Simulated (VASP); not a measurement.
All values below come from PBEsol GGA, VASP's PBE PAW potentials (set 64) (plane waves; VASP 6.6.1).

The input files of a VASP run:

### KPOINTS
```
K-points
0
Gamma
  13 13 13
```

**INCAR**
```
SYSTEM = RuAl
PREC = Accurate
ENCUT = 500
EDIFF = 1E-6
NELM = 100
ALGO = Normal
LREAL = .FALSE.
LASPH = .TRUE.
ISMEAR = 1
SIGMA = 0.1
GGA = PS
LMAXMIX = 4
LWAVE = .FALSE.
LCHARG = .FALSE.
IBRION = 2
ISIF = 3
NSW = 40
EDIFFG = -0.02
PSTRESS = 200
```

POSCAR:
```
RuAl
1
    2.9008078663     0.0000000000    -0.0000000000
   -0.0000000000     2.9008078663     0.0000000000
   -0.0000000000     0.0000000000     2.9008078663
Al Ru
1 1
Direct
  0.5000000000   0.5000000000   0.5000000000
  0.0000000000   0.0000000000   0.0000000000
```

POTCAR, in this order: Al Ru_pv (PBE.64 set). Program: vasp_std.

The run wrote:

**OSZICAR**
```
       N       E                     dE             d eps       ncg     rms          rms(c)
DAV:   1     0.113439939014E+03    0.11344E+03   -0.91909E+03  2024   0.131E+03
DAV:   2    -0.137972618272E+02   -0.12724E+03   -0.12266E+03  2196   0.353E+02
DAV:   3    -0.161843910239E+02   -0.23871E+01   -0.22918E+01  2388   0.486E+01
DAV:   4    -0.162067816485E+02   -0.22391E-01   -0.22377E-01  2304   0.487E+00
DAV:   5    -0.162073122080E+02   -0.53056E-03   -0.53053E-03  2520   0.657E-01    0.161E+01
DAV:   6    -0.154883866098E+02    0.71893E+00   -0.38968E+00  2128   0.231E+01    0.280E+00
DAV:   7    -0.154263333137E+02    0.62053E-01   -0.22479E-01  2144   0.584E+00    0.263E+00
DAV:   8    -0.154079235027E+02    0.18410E-01   -0.15034E-02  2180   0.967E-01    0.272E-01
DAV:   9    -0.154077986491E+02    0.12485E-03   -0.60579E-04  2388   0.270E-01    0.149E-01
DAV:  10    -0.154077803009E+02    0.18348E-04   -0.82285E-05  2268   0.109E-01    0.872E-03
DAV:  11    -0.154077795112E+02    0.78964E-06   -0.19783E-06  2256   0.154E-02
   1 F= -.12360752E+02 E0= -.12361094E+02  d E =-.123608E+02
```

### OUTCAR
```
------------------------ aborting loop because EDIFF is reached ----------------------------------------
  FORCE on cell =-STRESS in cart. coord.  units (eV):
  Direction    XX          YY          ZZ          XY          YZ          ZX
  --------------------------------------------------------------------------------------
  Total        3.0578559      3.0578559      3.0578559      0.0000000      0.0000000      0.0000000
  in kB      200.7107855    200.7107855    200.7107855      0.0000000      0.0000000      0.0000000
  external PRESSURE =       0.7107855 kB  Pullay stress =     200.0000000 kB
  volume of cell :       24.41
      direct lattice vectors                 reciprocal lattice vectors
     2.900807866  0.000000000  0.000000000     0.344731553  0.000000000  0.000000000
     0.000000000  2.900807866  0.000000000     0.000000000  0.344731553  0.000000000
     0.000000000  0.000000000  2.900807866     0.000000000  0.000000000  0.344731553
 POSITION                                       TOTAL-FORCE (eV/Angst)
 -----------------------------------------------------------------------------------
      1.45040      1.45040      1.45040         0.000000      0.000000      0.000000
      0.00000      0.00000      0.00000         0.000000      0.000000      0.000000
 -----------------------------------------------------------------------------------
    total drift:                                0.000000      0.000000      0.000000
  FREE ENERGIE OF THE ION-ELECTRON SYSTEM (eV)
  ---------------------------------------------------
  free  energy   TOTEN  =       -15.4077795112 eV

  energy  without entropy=      -15.4088034700  energy(sigma->0) =      -15.40812083
  enthalpy is  TOTEN    =       -12.3607524827 eV   P V=        3.0470270286

 reached required accuracy - stopping structural energy minimisation
```
(Selected blocks of OUTCAR.)

The compound is RuAl in the CsCl type structure. It was relaxed first under an external pressure of 20 GPa. The electron count is odd and the run is not spin-polarised, which forces a metal.
